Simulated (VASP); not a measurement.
**Shielding tensors and field gradients of InF3**

Aim: NMR shielding tensors and field gradients of InF3. The cell has space group R-3c. The start is a cell from a database of measured crystal structures.

Main program and level: VASP 6.6.1; LDA; plane waves and PAW (In_d, F), in the first sound run; inputs show where later runs differ.

## (1) Set-up

It takes space group R-3c (No. 167, trigonal). Conventional cell: a = 5.410 Å, b = 5.410 Å, c = 14.378 Å, α = 90.00°, β = 90.00°, γ = 120.00°. In has 6 F at 2.05 Å nearest. Nearest to F lie 2 In at 2.05 Å. Farther neighbours and most contacts between anions are not listed.

Structure file:

```xyz
8
Lattice="2.7052 1.5618 4.7925 -2.7052 1.5618 4.7925 0.0000 -3.1236 4.7925" Properties=species:S:1:pos:R:3 pbc="T T T"
In    0.0000    0.0000    0.0000
In    0.0000    0.0000    7.1888
F     1.6458   -0.2730    8.3869
F    -1.0593   -1.2888    8.3869
F    -0.5865    1.5618    8.3869
F    -1.6458    0.2730    5.9906
F     1.0593    1.2888    5.9906
F     0.5865   -1.5618    5.9906
```

## (2) Ground state

A ground-state run shows first whether the cell has a gap, which the next steps need; its size sets how fine their mesh has to be.

File INCAR:

```
SYSTEM = InF3
PREC = Accurate
ENCUT = 520
EDIFF = 1E-07
NELM = 100
ISMEAR = 0
SIGMA = 0.01
LREAL = .FALSE.
ALGO = Normal
GGA = CA
NBANDS = 42
LORBIT = 11
LWAVE = .FALSE.
LCHARG = .FALSE.
KPAR = 8
```

File POSCAR:

```
InF3
1.0
    2.7051500000      1.5618190807      4.7925000000
   -2.7051500000      1.5618190807      4.7925000000
    0.0000000000     -3.1236381614      4.7925000000
In F
2 6
Direct
    0.0000000000      0.0000000000      0.0000000000
    0.5000000000      0.5000000000      0.5000000000
    0.8584000000      0.2500000000      0.6416000000
    0.2500000000      0.6416000000      0.8584000000
    0.6416000000      0.8584000000      0.2500000000
    0.1416000000      0.7500000000      0.3584000000
    0.7500000000      0.3584000000      0.1416000000
    0.3584000000      0.1416000000      0.7500000000
```

File KPOINTS:

```
Automatic mesh
0
Gamma
4 4 4
0 0 0
```

Potentials, in the order of the species: In_d and F (PBE family, release 64).

The run is started by

```console
$ mpirun -np 8 vasp_std
```

What it wrote:

```text
[banner, memory and clock lines left out]
running    8 mpi-ranks, on    1 nodes
 distrk:  each k-point on    1 cores,    8 groups
 distr:  one band on    1 cores,    1 groups

 POSCAR found type information on POSCAR InF
 POSCAR found :  2 types and       8 ions
|                                                                             |
|           W    W    AA    RRRRR   N    N  II  N    N   GGGG   !!!           |
|           W    W   A  A   R    R  NN   N  II  NN   N  G    G  !!!           |
|           W    W  A    A  R    R  N N  N  II  N N  N  G       !!!           |
|           W WW W  AAAAAA  RRRRR   N  N N  II  N  N N  G  GGG   !            |
|           WW  WW  A    A  R   R   N   NN  II  N   NN  G    G                |
|           W    W  A    A  R    R  N    N  II  N    N   GGGG   !!!           |
|                                                                             |
|     For optimal performance we recommend to set                             |
|       NCORE = 2 up to number-of-cores-per-socket                            |
|     NCORE specifies how many cores store one orbital (NPAR=cpu/NCORE).      |
|     This setting can greatly improve the performance of VASP for DFT.       |
|     The default, NCORE=1 might be grossly inefficient on modern             |
|     multi-core architectures or massively parallel machines. Do your        |
|     Unfortunately you need to use the default for GW and RPA                |
|     calculations (for HF NCORE is supported but not extensively tested      |
|     yet).                                                                   |
|                                                                             |

|                                                                             |
|               ----> ADVICE to this user running VASP <----                  |
|                                                                             |
|     You enforced a specific xc type in the INCAR file but a different       |
|     [... a line on the potential file left out ...]
|     I HOPE YOU KNOW WHAT YOU ARE DOING!                                     |
|                                                                             |

 LDA part: xc-table for (Slater(with rela. corr.)+CA(PZ))
 , standard interpolation
 POSCAR, INCAR and KPOINTS ok, starting setup
 FFT: planning ... GRIDC
 FFT: planning ... GRID_SOFT
 FFT: planning ... GRID
 WAVECAR not read
 entering main loop
       N       E                     dE             d eps       ncg     rms          rms(c)
DAV:   1     0.978175496362E+03    0.97818E+03   -0.33716E+04  1092   0.199E+03
DAV:   2     0.993944083804E+02   -0.87878E+03   -0.83934E+03  1268   0.554E+02
DAV:   3    -0.364107018177E+02   -0.13581E+03   -0.13399E+03  1160   0.232E+02
DAV:   4    -0.440720019385E+02   -0.76613E+01   -0.75834E+01  1384   0.602E+01
DAV:   5    -0.443698740409E+02   -0.29787E+00   -0.29758E+00  1488   0.115E+01    0.159E+01
DAV:   6    -0.406912852396E+02    0.36786E+01   -0.12901E+01  1720   0.477E+01    0.111E+01
DAV:   7    -0.406056349340E+02    0.85650E-01   -0.91566E-01  1352   0.590E+00    0.343E+00
DAV:   8    -0.405408275039E+02    0.64807E-01   -0.68582E-02  1682   0.222E+00    0.121E+00
DAV:   9    -0.405247134057E+02    0.16114E-01   -0.19850E-02  1644   0.216E+00    0.129E-01
DAV:  10    -0.405251932368E+02   -0.47983E-03   -0.55292E-03  1580   0.624E-01    0.183E-01
DAV:  11    -0.405251784572E+02    0.14780E-04   -0.25554E-04  1730   0.164E-01    0.659E-02
DAV:  12    -0.405251783796E+02    0.77644E-07   -0.16136E-05  1362   0.274E-02    0.325E-02
DAV:  13    -0.405251781917E+02    0.18794E-06   -0.23439E-06  1518   0.964E-03    0.748E-03
DAV:  14    -0.405251781958E+02   -0.41055E-08   -0.37575E-08   876   0.259E-03
   1 F= -.40525178E+02 E0= -.40525178E+02  d E =-.229796E-22
```

It took 11 s on 8 MPI ranks of Intel Xeon 6975P-C (Granite Rapids), shared host; peak memory 2.2 GiB.

The logs omit lines about the potential files and the build; timing stands in the text.

Parts of OUTCAR (step 2):

```text
ion  position               nearest neighbor table
   1  0.000  0.000  0.000-   4 2.05   7 2.05   6 2.05   3 2.05   5 2.05   8 2.05   2 3.94   2 3.94
                             2 3.94   2 3.94   2 3.94   2 3.94
   2  0.500  0.500  0.500-   3 2.05   6 2.05   4 2.05   7 2.05   5 2.05   8 2.05   1 3.94   1 3.94
                             1 3.94   1 3.94   1 3.94   1 3.94
   3  0.858  0.250  0.642-   2 2.05   1 2.05
   4  0.250  0.642  0.858-   1 2.05   2 2.05
   5  0.642  0.858  0.250-   1 2.05   2 2.05
   6  0.142  0.750  0.358-   2 2.05   1 2.05
   7  0.750  0.358  0.142-   1 2.05   2 2.05
   8  0.358  0.142  0.750-   1 2.05   2 2.05

  LATTYP: Found a trigonal (rhomboedric) cell.
 ALAT       =     5.7205918936
 COS(alpha) =     0.5527701667

 Subroutine GETGRP returns: Found 12 space group operations
 (whereof  6 operations were pure point group operations)

The static configuration has the point symmetry S_6 .
 The point group associated with its full space group is D_3d.

 Found     13 irreducible k-points:

   k-points           NKPTS =     13   k-points in BZ     NKDIM =     13   number of bands    NBANDS=     42

   dimension x,y,z NGX =    48 NGY =   48 NGZ =   48
   dimension x,y,z NGXF=    96 NGYF=   96 NGZF=   96

   ENCUT  =  520.0 eV  38.22 Ry    6.18 a.u.  10.64 10.64 10.64*2*pi/ulx,y,z

   NELECT =      68.0000    total number of electrons

 k-points in reciprocal lattice and weights: Automatic mesh
   0.00000000  0.00000000  0.00000000       0.016
   0.25000000 -0.00000000  0.00000000       0.094
   0.50000000 -0.00000000  0.00000000       0.047
   0.25000000  0.25000000  0.00000000       0.094
   0.50000000  0.25000000  0.00000000       0.188
  -0.25000000  0.25000000  0.00000000       0.094
   0.50000000  0.50000000  0.00000000       0.047
   0.25000000  0.25000000  0.25000000       0.031
   0.50000000  0.25000000  0.25000000       0.094
  -0.25000000  0.25000000  0.25000000       0.094
   0.50000000  0.50000000  0.25000000       0.094
  -0.25000000  0.50000000  0.25000000       0.094
   0.50000000  0.50000000  0.50000000       0.016

 average (electrostatic) potential at core
       1 -98.2823       2 -98.2823       3 -77.3700       4 -77.3700       5 -77.3700
       6 -77.3700       7 -77.3700       8 -77.3700

 E-fermi :  -1.7053

 k-point     1 :       0.0000    0.0000    0.0000
  band No.  band energies     occupation
    ...
     30      -2.1644      2.00000
     31      -1.8566      2.00000
     32      -1.8566      2.00000
     33      -1.8083      2.00000
     34      -1.8083      2.00000
     35       2.4703      0.00000
     36       8.4372      0.00000
     37       8.9821      0.00000
     38       9.6564      0.00000
     39       9.6564      0.00000
    ...

 k-point     2 :       0.2500   -0.0000    0.0000
  band No.  band energies     occupation
    ...
     30      -2.1725      2.00000
     31      -2.0547      2.00000
     32      -2.0178      2.00000
     33      -1.9160      2.00000
     34      -1.8806      2.00000
     35       3.3164      0.00000
     36       7.1111      0.00000
     37       9.0553      0.00000
     38       9.5280      0.00000
     39       9.9471      0.00000
    ...

 k-point     3 :       0.5000   -0.0000    0.0000
  band No.  band energies     occupation
    ...
     30      -2.2264      2.00000
     31      -2.0623      2.00000
     32      -2.0623      2.00000
     33      -1.9861      2.00000
     34      -1.9861      2.00000
     35       5.1287      0.00000
     36       5.1287      0.00000
     37       9.2746      0.00000
     38       9.2746      0.00000
     39      10.4230      0.00000
    ...

  Total        0.2954607      0.2954607      0.0474754     -0.0000000      0.0000000      0.0000000
  in kB        3.8965010      3.8965010      0.6261005     -0.0000000      0.0000000      0.0000000
  external PRESSURE =       2.8063675 kB  Pullay stress =       0.0000000 kB

  energy-cutoff  :      520.00
  volume of cell :      121.49
      direct lattice vectors                 reciprocal lattice vectors
     2.705150000  1.561819081  4.792500000     0.184832634  0.106713171  0.069553121
    -2.705150000  1.561819081  4.792500000    -0.184832634  0.106713171  0.069553121
     0.000000000 -3.123638161  4.792500000     0.000000000 -0.213426342  0.069553121

 POSITION                                       TOTAL-FORCE (eV/Angst)
 -----------------------------------------------------------------------------------
      0.00000      0.00000      0.00000        -0.000000      0.000000     -0.000000
      0.00000      0.00000      7.18875        -0.000000      0.000000     -0.000000
      1.64581     -0.27301      8.38687         0.052661      0.091211     -0.000000
     -1.05934     -1.28881      8.38687         0.052661     -0.091211     -0.000000
     -0.58648      1.56182      8.38687        -0.105322     -0.000000      0.000000
     -1.64581      0.27301      5.99063        -0.052661     -0.091211     -0.000000
      1.05934      1.28881      5.99063        -0.052661      0.091211     -0.000000
      0.58648     -1.56182      5.99063         0.105322      0.000000      0.000000
 -----------------------------------------------------------------------------------
    total drift:                               -0.000000      0.000000     -0.000000

  FREE ENERGIE OF THE ION-ELECTRON SYSTEM (eV)
  ---------------------------------------------------
  free  energy   TOTEN  =       -40.5251781958 eV

  energy  without entropy=      -40.5251781958  energy(sigma->0) =      -40.52517820

 total charge
# of ion       s       p       d       tot
------------------------------------------
    1        0.561   0.637  10.141  11.339
    2        0.561   0.637  10.141  11.339
    3        1.727   4.348   0.000   6.075
    4        1.727   4.348   0.000   6.075
    5        1.727   4.348   0.000   6.075
    6        1.727   4.348   0.000   6.075
    7        1.727   4.348   0.000   6.075
    8        1.727   4.348   0.000   6.075
--------------------------------------------------
tot         11.483  27.361  20.282  59.126

[... 3 further parts left out ...]
```

The gap is read on the k-mesh alone, so it is an upper bound where the band edges lie off the mesh. The PAW data sets were made with PBE, though LDA sets exist; this is a small mismatch.

This step gave:

```
free energy (TOTEN)            : -40.53 eV
Fermi energy                   : -1.705 eV
pressure                       : 0.2806 GPa
gap on the k-mesh              : 4.242 eV
least direct gap on the k-mesh : 4.279 eV
```

The cell has a gap of 4.24 eV on this mesh. Spin-orbit coupling is left out, which can shift or reorder these edges. Forces of up to 0.11 eV/Å remain in these settings, with PBE data sets under LDA.

[end of part 1 of 3]

[Lines on the potential files, build, host, timing and source positions are cut from VASP's logs without a mark.]

[Logs are printed without paths, hosts, clocks, repeated set-up lines and the standing remarks that a program may print on its own settings, such as how far it seeks lower states.]

[Hosts, paths, dates, database ids (printed as entryN), source tags and the programs' standing remarks are cut or masked in the printed files.]
